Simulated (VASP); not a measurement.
# SbC (Pm-3m) in VASP: settings compared

The runs below take SbC through relaxation of cell and atoms, with PBEsol+D3(BJ), PBEsol+D4, PBEsol+rVV10.

All numbers are computed with VASP 6.6.1; they aren't measurements. Logs are shortened: lines on timing, memory, paths and dates and some standing lists are left out, and cuts for length are marked.

**1. The structure**

Symmetry: Pm-3m, No. 221, cubic system. Conventional cell: a = 3.115 Å, b = 3.115 Å, c = 3.115 Å, α = 90.00°, β = 90.00°, γ = 90.00°. Sb (site symmetry m-3m) has 8 C at 2.70 Å as nearest neighbours. Around C (site symmetry m-3m) lie 8 Sb at 2.70 Å.

The cell was built by a generator and needn't be a form met in nature.

**2. Relaxation of cell and atoms, PBEsol+D3(BJ)**

File INCAR:

```
SYSTEM = SbC
PREC     = Accurate       ! precision mode
ENCUT    = 600            ! plane-wave cutoff, eV
EDIFF    = 1E-6           ! SCF threshold, eV
ISMEAR   = -1             ! smearing method
SIGMA    = 0.05           ! smearing width, eV
LREAL    = .False.        ! projectors in reciprocal space
LASPH    = .True.         ! aspherical terms in the spheres
NELM     = 80             ! most SCF steps
ALGO     = Normal         ! electronic algorithm
ISIF     = 3              ! what is computed and relaxed
LWAVE    = .False.        ! write WAVECAR
LCHARG   = .False.        ! write CHGCAR
GGA      = PS             ! functional
IVDW     = 12             ! dispersion correction
IBRION   = 2              ! ionic algorithm
NSW      = 40             ! ionic steps
EDIFFG   = -0.01          ! ionic threshold
```

File KPOINTS:

```
Automatic mesh
0
Gamma
  9 9 9
  0 0 0
```

File POSCAR:

```
SbC
1.0
    3.1146800000      0.0000000000      0.0000000000
    0.0000000000      3.1146800000      0.0000000000
    0.0000000000      0.0000000000      3.1146800000
Sb C
1 1
Direct
    0.5000000000      0.5000000000      0.5000000000
    0.0000000000      0.0000000000      0.0000000000
```

Potentials or basis: VASP PAW PBE potentials, release 64 (Sb, C).

Launch:

```bash
> cat potpaw_PBE.64/Sb/POTCAR potpaw_PBE.64/C/POTCAR > POTCAR
> mpirun -np 1 vasp_std > vasp.out
```

OUTCAR:

```text
SYSTEM = SbC
   PREC = Accurate
   ENCUT = 600
   EDIFF = 1E-6
   ISMEAR = -1
   LREAL = .False.
   LASPH = .True.
   NELM = 80
   ISIF = 3
   GGA = PS
   IVDW = 12
   IBRION = 2
   NSW = 40
   EDIFFG = -0.01
 IVDW          = 12

 ion  position               nearest neighbor table
   1  0.500  0.500  0.500-   2 2.70   2 2.70   2 2.70   2 2.70   2 2.70   2 2.70   2 2.70   2 2.70

   2  0.000  0.000  0.000-   1 2.70   1 2.70   1 2.70   1 2.70   1 2.70   1 2.70   1 2.70   1 2.70

  LATTYP: Found a simple cubic cell.
 ALAT       =     3.1146800000

  Lattice vectors:

 A1 = (   3.1146800000,   0.0000000000,   0.0000000000)
 A2 = (   0.0000000000,   3.1146800000,   0.0000000000)
 A3 = (   0.0000000000,   0.0000000000,   3.1146800000)

Analysis of symmetry for initial positions (statically):
=====================================================================
 Subroutine PRICEL returns:
 Original cell was already a primitive cell.

 Routine SETGRP: Setting up the symmetry group for a
 simple cubic supercell.

 Subroutine GETGRP returns: Found 48 space group operations
 (whereof 48 operations were pure point group operations)
 out of a pool of 48 trial point group operations.

The static configuration has the point symmetry O_h .

Analysis of symmetry for dynamics (positions and initial velocities):
=====================================================================
 Subroutine PRICEL returns:
 Original cell was already a primitive cell.

 Routine SETGRP: Setting up the symmetry group for a
 simple cubic supercell.

 Subroutine GETGRP returns: Found 48 space group operations
 (whereof 48 operations were pure point group operations)
 out of a pool of 48 trial point group operations.

The dynamic configuration has the point symmetry O_h .

 Subroutine INISYM returns: Found 48 space group operations
 (whereof 48 operations are pure point group operations),
 and found     1 'primitive' translations

----------------------------------------------------------------------------------------

                                     Primitive cell

  volume of cell :      30.2162

  direct lattice vectors                    reciprocal lattice vectors
     3.114680000  0.000000000  0.000000000     0.321060269  0.000000000  0.000000000
     0.000000000  3.114680000  0.000000000     0.000000000  0.321060269  0.000000000
     0.000000000  0.000000000  3.114680000     0.000000000  0.000000000  0.321060269

  length of vectors
     3.114680000  3.114680000  3.114680000     0.321060269  0.321060269  0.321060269

  position of ions in fractional coordinates (direct lattice)
     0.500000000  0.500000000  0.500000000
[... 67 lines left out ...]
   NGXF,Y,Z  is equivalent  to a cutoff of  29.89, 29.89, 29.89 a.u.
 SYSTEM =  SbC
   PREC   = accura    normal or accurate (medium, high low for compatibility)
   ISTART =      0    job   : 0-new  1-cont  2-samecut
   ICHARG =      2    charge: 1-file 2-atom 10-const
   ISPIN  =      1    spin polarized calculation?
   LNONCOLLINEAR =      F non collinear calculations
   LSORBIT =      F    spin-orbit coupling
   LASPH  =      T    aspherical Exc in radial PAW
   ENCUT  =  600.0 eV  44.10 Ry    6.64 a.u.   6.22  6.22  6.22*2*pi/ulx,y,z
   NELM   =     80;   NELMIN=  2; NELMDL= -5     # of ELM steps
   EDIFF  = 0.1E-05   stopping-criterion for ELM
   LREAL  =      F    real-space projection
   EDIFFG = -.1E-01   stopping-criterion for IOM
   NSW    =     40    number of steps for IOM
   IBRION =      2    ionic relax: 0-MD 1-quasi-New 2-CG
   NFREE  =      1    steps in history (QN), initial steepest desc. (CG)
   ISIF   =      3    stress and relaxation
   ISYM   =      2    0-nonsym 1-usesym 2-fastsym
   POTIM  = 0.5000    time-step for ionic-motion
   TEBEG  =    0.0;   TEEND  =   0.0 temperature during run
   PSTRESS=    0.0 pullay stress
   NELECT =       9.0000    total number of electrons
   NUPDOWN=      -1.0000    fix difference up-down
   EMIN   =  10.00;   EMAX   =-10.00  energy-range for DOS
   EFERMI =   0.00;   METHOD = LEGACY
   ISMEAR =    -1;   SIGMA  =   0.05  broadening in eV -4-tet -1-fermi 0-gaus
   EFERMI_NEDOS =   21; number of points for ismear=-14 and -15
   IALGO  =     38    algorithm
   IMIX   =      4    mixing-type and parameters
     AMIX     =   0.40;   BMIX     =  1.00
     AMIX_MAG =   1.60;   BMIX_MAG =  1.00
  volume/ion in A,a.u.               =      15.11       101.95
  Fermi-wavevector in a.u.,A,eV,Ry     =   1.093307  2.066051 16.263326  1.195321
  Thomas-Fermi vector in A             =   2.229590
   LORBIT       =      0    0 simple, 1 ext, 2 COOP (PROOUT), +10 PAW based schemes
   GGA     = PS    functional components
   LHFCALC =     F    Hartree Fock is set to
   AEXX    =    0.0000 exact exchange contribution
   IVDW    =    12    specifies the selected vdW correction
   LEPSILON=     F    determine dielectric tensor
   LRPA    =     F    only Hartree local field effects (RPA)
 conjugate gradient relaxation of ions
 non-spin polarized calculation
  energy-cutoff  :      600.00
  volume of cell :       30.22
 maximum number of plane-waves:      1021
 NGX is ok and might be reduce to    28
   NGX = 13   NGY = 13   NGZ = 13

--------------------------------------- Ionic step        1  -------------------------------------------

 number of electron       9.0000000 magnetization

 Free energy of the ion-electron system (eV)
  ---------------------------------------------------
  ext. energy  EPLUGINS =         0.00000000
  ---------------------------------------------------
  free energy    TOTEN  =        -9.92521987 eV

  energy without entropy =       -9.91493717  energy(sigma->0) =       -9.92007852

 E-fermi :   9.5255     XC(G=0): -11.5034

 val. band max:        9.5015898233   @ k =   0.4444   0.3333   0.1111
 cond. band min:       9.5910066124   @ k =   0.3333   0.2222   0.0000
 fundamental gap:      0.0894167891
 Fermi energy:         9.5254737686

 k-point     1 :       0.0000    0.0000    0.0000
  band No.  band energies     occupation
      1      -5.6494      2.00000
      2       5.4530      2.00000
      3       7.8605      2.00000
      4       7.8605      2.00000
      5       7.8605      2.00000
      6      14.9432      0.00000
      7      14.9432      0.00000
      8      17.1048      0.00000
[... 372 lines left out ...]
--------------------------------------- Ionic step        4  -------------------------------------------

 number of electron       9.0000000 magnetization

 Free energy of the ion-electron system (eV)
  ---------------------------------------------------
  ext. energy  EPLUGINS =         0.00000000
  ---------------------------------------------------
  free energy    TOTEN  =        -9.93734669 eV

  energy without entropy =       -9.92761843  energy(sigma->0) =       -9.93248256

 E-fermi :  10.7907     XC(G=0): -11.9025

 val. band max:       10.7575339091   @ k =   0.3333   0.0000   0.0000
 cond. band min:      10.7982735997   @ k =   0.3333   0.2222   0.2222
 fundamental gap:      0.0407396907
 Fermi energy:        10.7907482281

 k-point     1 :       0.0000    0.0000    0.0000
  band No.  band energies     occupation
      1      -5.2597      2.00000
      2       7.2956      2.00000
      3       8.9278      2.00000
      4       8.9278      2.00000
      5       8.9278      2.00000
      6      16.2044      0.00000
      7      16.2044      0.00000
      8      19.2553      0.00000
[... 286 lines left out ...]
  FREE ENERGIE OF THE ION-ELECTRON SYSTEM (eV)
  ---------------------------------------------------
  free  energy   TOTEN  =       -10.6864586866 eV

  energy  without entropy=      -10.6767304273  energy(sigma->0) =      -10.68159456

 reached required accuracy - stopping structural energy minimisation
```

Run time: 26 s. Hardware: 1 thread of Intel Xeon Platinum 8375C at 2.90GHz (Ice Lake), shared host; peak memory 0.17 GiB.

Results:

| Item | Value |
| --- | --- |
| Free energy | -10.6865 eV |
| Relaxed volume | 13.85 Å³/atom |
| Relaxed cell | a = 3.026 Å, b = 3.026 Å, c = 3.026 Å, α = 90.00°, β = 90.00°, γ = 90.00° |
| Space group after relaxing (to 0.05 Å) | Pm-3m (No. 221) |
| Energy gained by relaxing | 36.3 meV/atom |
| Ionic steps | 4 |
| Pressure after relaxing | -0.1 GPa |
| Dispersion energy per atom | -0.375 eV |

Step by step:
```csv
step,energy change (eV),largest force (eV/Å),pressure (GPa),volume (Å³)
1,0.0000,0.0000,-7.68,30.22
2,-0.0688,0.0000,2.35,27.16
3,-0.0726,0.0000,0.26,27.63
4,-0.0726,0.0000,-0.05,27.70
```

Final structure:
```
CELL_PARAMETERS angstrom
3.02584 0.00000 0.00000
0.00000 3.02584 0.00000
0.00000 0.00000 3.02584
ATOMIC_POSITIONS crystal
Sb 0.50000 0.50000 0.50000
C 0.00000 0.00000 0.00000
```

Caveat: the bands computed are all filled at some k points, so no gap is given; the PAW data sets were made with another functional, which shifts forces and pressure a little. Spin-orbit coupling is left out, which matters for the levels of Sb.

(Continued in part 2 of 2.)
